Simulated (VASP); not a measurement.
Sheet: ZrF2, a sheet with vacuum.

```
Zr F
1.0
     2.98876    0.00000    0.00000
    -1.49438    2.58834    0.00000
     0.00000    0.00000   29.71320
Zr F
1 2
Direct
  0.00000 0.00000 0.26924
  0.66667 0.33333 0.21936
  0.33333 0.66667 0.31912
```

The cell was built by a generator and needn't be a form met in nature.

Base run:

| Quantity | Value |
| --- | --- |
| Program | VASP 6.6.1 |
| Functional | PBE |
| Potentials or basis | VASP PAW PBE potentials, release 64 (Zr_sv, F) |
| Cutoff | 520 eV |
| k mesh | 10 × 10 × 1 |
| Occupations | fermi-dirac, width 0.05 eV |
| Spin | no spin polarisation |

Its results: band gap on the k mesh none (metal or under the smearing width); largest force 0.012 eV/Å.

The run is repeated on the same cell with these changes: hubbard terms from none to Zr d U = 8 eV. What comes out?

Band gap on the k mesh 0.18 eV, indirect (least direct gap 0.84 eV); largest force 0.966 eV/Å.

The U term pushes filled and empty states of the shell apart.

A k mesh can miss the band edges.
